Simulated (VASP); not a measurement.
Data:

```xyz
4
Lattice="3.7996 0.0000 0.0000 0.0000 3.7996 0.0000 0.0000 0.0000 4.6892" Properties=species:S:1:pos:R:3 pbc="T T T"
Sn     1.8998     0.0000     3.5400
Sn     0.0000     1.8998     1.1492
O      1.8998     1.8998     0.0000
O      0.0000     0.0000     0.0000
```

The numbers are results of PBE GGA with D3 dispersion (Becke-Johnson damping), VASP's PBE PAW potentials (set 64) (plane waves; VASP 6.6.1), not measurements. Settings: 520 eV cut-off, 6×6×5 Γ-centred mesh, Gaussian smearing of 0.050 eV, potentials Sn_d O.

### Question
The ions and cell shape at fixed volume are relaxed. Which structure does the run end with?

### Answer

```xyz
4
Lattice="3.8163 0.0000 0.0000 0.0000 3.8163 0.0000 0.0000 0.0000 4.6482" Properties=species:S:1:pos:R:3 pbc="T T T"
Sn     1.9081     0.0000     3.4830
Sn     0.0000     1.9081     1.1652
O      1.9081     1.9081     0.0000
O      0.0000     0.0000     0.0000
```
Space group P4/nmm (129), at a tolerance of 0.03 Å.

### Question
How much energy does the relaxation gain?

### Answer
The energy (σ→0) changes by -3.2 meV/atom, in 5 ionic steps.

The compound is SnO in the litharge structure. This cell is one point of a volume scan, at 0.97 of the reference volume. Symmetry was kept, so distortions that lower it aren't found.
